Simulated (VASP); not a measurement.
Consider the following.

```
InAs
1.0
    0.00000     3.07942     3.07942
    3.07942     0.00000     3.07942
    3.07942     3.07942     0.00000
In As
1 1
Direct
  0.00000   0.00000   0.00000
  0.25000   0.25000   0.25000
```

Computed with MS2 meta-GGA, VASP's PBE PAW potentials (set 64) (plane waves; VASP). Run with 520 eV cut-off, 10×10×10 Γ-centred mesh, first-order Methfessel-Paxton smearing of 0.10 eV, potentials In_d As.

Q: Give the stress tensor in GPa (positive for a compressed cell).

A: 
```
-1.62   0.00   0.00
 0.00  -1.62   0.00
 0.00   0.00  -1.62
```
The pressure is its mean diagonal, -1.62 GPa.

The compound is InAs in the zinc blende structure. This cell is one point of a volume scan, at 1.03 of the reference volume.
